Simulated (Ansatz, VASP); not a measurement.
# Cross-check of P between VASP and Ansatz, part 2 of 2

Aim: how closely do two programs agree when they are given the same cell, functional and k mesh? The cell is taken from a series of runs on this material, whose earlier steps may have relaxed, scaled, displaced or heated it; both programs get it as it stands.

VASP 6.6.1 and Ansatz 0.2.0.

So far: Set-up; VASP: zone-centre phonons, PBE with D3(BJ).

## (3) Ansatz: zone-centre phonons, PBE with D3(BJ)

Level of this step: Ansatz beside VASP: Kohn-Sham DFT, plane waves, PBE with D3(BJ) (Ansatz).

Ansatz runs on its PAW soft_1 files.

The same cell, functional, mesh and smearing now go to Ansatz, which takes its cutoff from its data sets.

The input, input.yaml:

```yaml
crystal:
  lattice:
    - [1.6445671514, -5.0473070024, 0.0]
    - [1.6445671514, 5.0473070024, 0.0]
    - [0.0, 0.0, 4.207551013]
  atoms:
    - { symbol: P, position: [0.8928073626, 0.1071926374, 0.0729127432] }
    - { symbol: P, position: [0.6071926374, 0.3928073626, 0.5729127432] }
    - { symbol: P, position: [0.1071926374, 0.8928073626, 0.9270872568] }
    - { symbol: P, position: [0.3928073626, 0.6071926374, 0.4270872568] }
kpoints:
  mp_grid: { grid: [16, 16, 12] }
hamiltonian:
  xc: pbe
  dispersion: d3bj
  pseudopotentials: { kind: paw, azcp: { folder: soft_1 } }
scf:
  occupations: { method: methfessel_paxton, width: 0.2 }
output:
  eigenvalues: true
phonons:
  method: dfpt
```

The run is started by

```
$ ansatz run input.yaml --threads 8 --pin off --max-ram 16384MiB --backend cpu --events-out ev --progress --plain --runs-dir out
```

Numbers of over 12 decimals in the logs are rounded to 6 here.

The program printed:

```text
zone centre: on kpoints.mp_grid the ground state, and the responses unless they are solved on pairs of k-points, stand on 826 of the mesh's 3072 k-points, reduced under 2 symmetry operations, with k and −k counted as one. Each operation leaves every solved displacement unchanged or reverses it
Engine: ansatz 0.2.0, aarch64-unknown-linux-gnu
Pseudopotentials: kind: paw
Pseudopotential: P, paw, valence charge 5, recommended cutoff 420 eV (normal), soft_1/P.paw.azcp
Functional definition: PBE
  parameter kappa = 0.804
  parameter beta = 0.066725
  exchange = pbe_x(kappa = kappa, mu = beta*pi^2/3)
  correlation = pbe_c(beta = beta)
Crystal: 4 atoms, lattice volume = 69.851 Å³
Basis set: ecut = 420 eV, 1359 PW (Γ), exchange–correlation on 72×72×60 points (8 copies of the dense FFT grid, shifted against one another)
Bands: 14, of which v1, the nominal top of the filled ones, is band 10 counted from 1 (9 counted from 0)
Symmetry: 8 space group operations
k-points: 826 of 3072 (irreducible under 2 space group operations, time reversal used)
Non-local potential: P, projectors of the file, l = 0: 2, l = 1: 2, l = 2: 1
PAW form: soft (Blöchl's): semilocal exchange-correlation on the pseudo side does not see the compensation charge
PAW one-centre angular grid: P, 110 points (default); XC on 64 Gauss nodes
Initial density: superposition of atomic densities (chi_scale 0.1, normalization cell)
Initial wavefunctions: pseudopotential atomic-orbital guess
Functional: x = pbe(κ = 0.804, μ = 0.219515), c = pbe(β = 0.066725)
SCF iter   1: F=—  HF=-3024.300048 eV  |F-HF|=—  |Δ(HF+E_count)|=         —  Δρ=3.99e-2  dr2=7.17e-1  ethr=3.10e-3  ⟨swp⟩=7.5  Hψ=193282  notcnv=0
automatic band count: the SCF goes on with 18 bands, as 14 were too few: they end inside the smearing window of the response
preconditioner: auto → Kerker (q_TF=auto, 2.215 Å⁻¹)  [metal: Δε(μ)=0.022 eV  Ē_g=10.793 eV  σ=0.200 eV  W_gap=0.09  n_scr=12 (ndim 8)  ℏωp=19.9 eV  f_vac=0.000  D(μ)=0.12/eV (n_scr^D=0)]
SCF iter   2: F=—  HF=-3024.206180 eV  |F-HF|=—  |Δ(HF+E_count)|=   9.39e-2  S|Δr|=    0.00e0  Δρ=2.41e-2  dr2=2.80e-1  ethr=3.10e-3  ⟨swp⟩=1.0  Hψ=21509  notcnv=0  defer=1
SCF iter   3: F=—  HF=-3024.150165 eV  |F-HF|=—  |Δ(HF+E_count)|=   5.60e-2  S|Δr|=    0.00e0  Δρ=2.00e-3  dr2=1.84e-3  ethr=1.40e-3  ⟨swp⟩=1.8  Hψ=17179  notcnv=0  defer=1
SCF iter   4: F=—  HF=-3024.151802 eV  |F-HF|=—  |Δ(HF+E_count)|=   1.64e-3  S|Δr|=    0.00e0  Δρ=6.26e-4  dr2=2.42e-4  ethr=9.20e-6  ⟨swp⟩=2.3  Hψ=21425  notcnv=0  defer=1
SCF iter   5: F=—  HF=-3024.152012 eV  |F-HF|=—  |Δ(HF+E_count)|=   2.10e-4  S|Δr|=    0.00e0  Δρ=8.72e-5  dr2=5.68e-6  ethr=1.21e-6  ⟨swp⟩=2.5  Hψ=21420  notcnv=0  defer=1
SCF iter   6: F=—  HF=-3024.152014 eV  |F-HF|=—  |Δ(HF+E_count)|=   1.67e-6  S|Δr|=    0.00e0  Δρ=1.73e-5  dr2=2.37e-7  ethr=2.84e-8  ⟨swp⟩=2.6  Hψ=22442  notcnv=0  defer=1
SCF iter   7: F=—  HF=-3024.152013 eV  |F-HF|=—  |Δ(HF+E_count)|=   1.50e-7  S|Δr|=    0.00e0  Δρ=3.61e-6  dr2=1.55e-8  ethr=1.18e-9  ⟨swp⟩=2.9  Hψ=23043  notcnv=0  defer=41
SCF iter   8: F=—  HF=-3024.152013 eV  |F-HF|=—  |Δ(HF+E_count)|=   3.71e-9  S|Δr|=    0.00e0  Δρ=6.15e-7  dr2=7.28e-10  ethr=7.73e-11  ⟨swp⟩=2.6  Hψ=20794  notcnv=0  defer=43
SCF iter   9: F=—  HF=-3024.152013 eV  |F-HF|=—  |Δ(HF+E_count)|=  3.05e-11  S|Δr|=    0.00e0  Δρ=1.75e-7  dr2=4.70e-11  ethr=3.64e-12  ⟨swp⟩=2.6  Hψ=20448  notcnv=0  defer=46
SCF iter  10: F=-3024.152013 eV  HF=-3024.152013 eV  |F-HF|=0.00e0  |Δ(HF+E_count)|=  9.09e-13  S|Δr|=    0.00e0  Δρ=3.14e-8  dr2=8.08e-13  ethr=1.00e-12  ⟨swp⟩=14.0  Hψ=98795  notcnv=0
SCF 1 converged in 10 iterations: F = -3024.152013 eV  dr2 = 8.08e-13
  greatest PAW one-centre occupation: 0.809 electrons in one spin orbital (limit 2), on the P atom at site 3 (counted from 0), in its partial waves of l = 0
DFPT response loops at Γ: preconditioner auto → Kerker (q_TF=auto, 2.215 Å⁻¹) (partly filled bands, converged f_vac=0.000); β = 1.00, the filter's whole step (`scf.mixing.beta` (0.50) is not read by the response loops under this deck's `scf.mixing.preconditioner`; to damp them name `kerker` or `kerker_dos`, under which they read `scf.mixing.beta`, and type it under 1.00, their step now; both keys bind the ground state too); Broyden in place of MSR1
SCF converged after 10 iterations
Stability not checked: this state was not tested for a lower state beside it, because cold or Methfessel-Paxton smearing, or corrected tetrahedra, fill the levels in a way that the test cannot read (fill_not_monotonic; see scf.lower_state_search)
Free energy (F): -3024.152013 eV
Harris-Foulkes:  -3024.152013 eV  (|F-HF|=0.00e0)
Internal energy: -3024.153396 eV  (E = F + TS)
E sigma→0 (E₀):  -3024.152359 eV
Entropy (-TS):   0.001383 eV (0.346 meV/atom)
Fermi energy:    8.678108 eV
--- Per-component energies (eV) ---
  E_band       = 36.959533
  E_kinetic    = 275.804479
  E_local      = -206.867523  (includes V_loc(G=0)·N_el)
  E_nonlocal   = 130.430098
  E_hartree    = 56.434311
  E_xc         = -291.814919
  E_vxc        = -244.478775  (∫ρ·V_xc dr)
  E_paw        = -2232.632416  (= ΣΔE_a)
  E_vpaw       = -30.797372  (= ΣTr[D̂ρ^β])
  E_aug_tail   = -0.000001  (compensation charges beyond the density's cutoff)
  E_ewald      = -753.899488
  E_disp       = -1.607937  (pairwise vdW)
  E_smearing   = 0.001383  (= −TS)
  E_closure    = -0.000000  (closes the sum)
  Σ components = -3024.152013   (vs F -3024.152013, Δ=0.00e0)
--- Band table (eV; the first three rows and the last of 826) ---
  k-point 0: bands = [... 6 lower, 4.7027, 5.7101, 6.0675, 7.1466, 9.5481, 9.9975, 10.6101, 12.1141, ... 4 higher]
  k-point 1: bands = [... 6 lower, 4.7363, 6.0695, 6.2127, 6.8543, 9.6944, 10.2199, 10.5834, 11.9459, ... 4 higher]
  k-point 2: bands = [... 6 lower, 4.8350, 6.0684, 6.2405, 7.0472, 9.9306, 10.4707, 10.8225, 11.5674, ... 4 higher]
  k-point 825: bands = [... 6 lower, 6.2819, 6.2819, 7.3908, 7.3908, 10.0421, 10.0421, 11.4052, 11.4052, ... 4 higher]
--- Phonons (Γ-DFPT): 3 representative perturbations + reference, on 826 of 3072 k-points (Σ response iterations 9) ---
  k mesh reduced under 2 symmetry operations, with k and −k counted as one. Each operation leaves every solved displacement unchanged or reverses it
  ASR residual: 7.256e-6 → 0.000e0 eV/Å²; symmetrization residual: 7.826e-7 eV/Å²
  pairwise dispersion correction: d3bj (s6 = 1.0, s8 = 0.7875, a1 = 0.4289, a2_bohr = 4.4407), with the weights of each atom's references fixed at the reference crystal's, and the forces and stress that the weights' published response gives there kept as a pressure on the atom's counted neighbours (hamiltonian.dispersion)
  ASR residual per site (eV/Å²): 7.26e-6 7.26e-6 7.26e-6 7.26e-6
  Γ frequencies (cm⁻¹): 0.00 0.00 0.00 103.00 179.38 219.22 366.46 405.41 422.01 429.97 454.16 468.37
  non-analytic LO–TO correction: not included (Born effective charges unavailable; polar crystals: no LO–TO splitting at Γ)
```

Reading the cycles: dr2 is the Hartree energy of the density residual (eV), the measure of convergence; HF is the Harris–Foulkes estimate of the energy, which meets the free energy F at convergence.

## (4) Comparison

Known differences besides the potentials themselves: the cutoff is 420 eV in Ansatz and 500 eV in VASP; Ansatz takes the dispersion share of the force constants at frozen C6 weights, VASP differentiates the full forces; VASP uses finite displacements, Ansatz perturbation theory. Total energies have different zeros and are not compared.

The two programs side by side:

| quantity | Ansatz | VASP | difference |
| --- | --- | --- | --- |
| optical mode 1 (cm⁻¹) | 103.0 | 105.0 | -1.91 % |
| optical mode 2 (cm⁻¹) | 179.4 | 180.8 | -0.80 % |
| optical mode 3 (cm⁻¹) | 219.2 | 219.7 | -0.22 % |
| optical mode 4 (cm⁻¹) | 366.5 | 365.0 | +0.40 % |
| optical mode 5 (cm⁻¹) | 405.4 | 405.4 | -0.01 % |
| optical mode 6 (cm⁻¹) | 422.0 | 420.0 | +0.47 % |
| optical mode 7 (cm⁻¹) | 430.0 | 428.4 | +0.37 % |
| optical mode 8 (cm⁻¹) | 454.2 | 452.0 | +0.47 % |
| optical mode 9 (cm⁻¹) | 468.4 | 467.0 | +0.28 % |

Modes are paired by rising frequency, not by their patterns, so a pair may set unlike modes beside each other; they are those without the splitting of longitudinal modes.

## (5) Outcome

| Property | Result |
| --- | --- |
| r.m.s. difference of the optical zone-centre modes, each program's sorted by frequency (zone-centre phonons, PBE with D3(BJ)) | 1.5 cm⁻¹ |
| difference in optical mode 1 (zone-centre phonons, PBE with D3(BJ)) | -1.9 % |

What this shows: The r.m.s. difference of the optical zone-centre modes, each program's sorted by frequency is 1.5 cm⁻¹ (zone-centre phonons, PBE with D3(BJ)). Among the rows given in per cent, the largest difference of the zone-centre phonons, PBE with D3(BJ) pair is in optical mode 1, -1.9 %. Such differences can come from data sets, numerical settings and the points named under the comparisons, not from the functional's error against experiment.

[Lines on the potential files, build, host, timing and source positions are cut from VASP's logs without a mark.]

[Logs are printed without paths, hosts, clocks, repeated set-up lines and the standing remarks that a program may print on its own settings, such as how far it seeks lower states.]

[Hosts, paths, dates, database ids (printed as entryN), source tags and the programs' standing remarks are cut or masked in the printed files.]
